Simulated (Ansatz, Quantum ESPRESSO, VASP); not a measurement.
One structure in several programs: MnZn3 (Pm-3m, 4 atoms in the cell)

Self-consistent single point.

```
MnZn3
1.0
    3.72623     0.00000     0.00000
    0.00000     3.72623     0.00000
    0.00000     0.00000     3.72623
Mn Zn
1 3
Direct
  0.00000   0.00000   0.00000
  0.00000   0.50000   0.50000
  0.50000   0.00000   0.50000
  0.50000   0.50000   0.00000
```
Moments meant for the start (each program seeds them in its own way; μB, in the order of the atoms Mn Zn Zn Zn): 4.0 0.0 0.0 0.0.

Shared settings, as Ansatz (a program for electronic structure) writes them: kpoints.mp_grid.grid = 6 6 6; scf.occupations.method = fermi_dirac; scf.occupations.width = 0.1 eV. Potentials and cutoffs stand in the table.

```json
[
 {"code": "Ansatz", "model": "LDA (PW92), default PAW files made with PBE", "pressure (GPa)": "-6.40", "size of the net moment (μB/atom)": "0.52", "cutoff": "default"},
 {"code": "VASP", "model": "LDA (PZ), VASP's LDA PAW potentials (set 64)", "pressure (GPa)": "-6.70", "size of the net moment (μB/atom)": "0.47", "cutoff": "300 eV"},
 {"code": "Quantum ESPRESSO", "model": "LDA (PZ), GBRV 1.5 ultrasoft (LDA) pseudopotentials", "pressure (GPa)": "-6.77", "size of the net moment (μB/atom)": "0.53", "cutoff": "50 Ry"}
]
```

On Ansatz's run: with one magnetic atom in the cell only a parallel order is possible.

The spread over the programs that give each value: pressure within 0.37 GPa; size of the net moment within 0.06 μB/atom.

Ansatz's pressure is given at a fixed set of plane waves, as the other plane-wave codes print theirs; with its correction for the finite basis it is -6.33 GPa. The same LDA comes in different parametrisations, which differ slightly.

VASP's run is marked for a possible Pulay error in its stress at this cutoff; no cutoff test was made.

The starting cell comes from a database of computed structures (which also holds hypothetical and non-ambient phases and stackings), without a prior relaxation at this level. Its lattice was rescaled by a random factor within 2.5 % of one.

Left out of this page: GPAW, Elk, FLEUR and SIESTA (not drawn, or without a comparable value).

Keys are those of Ansatz 0.2.
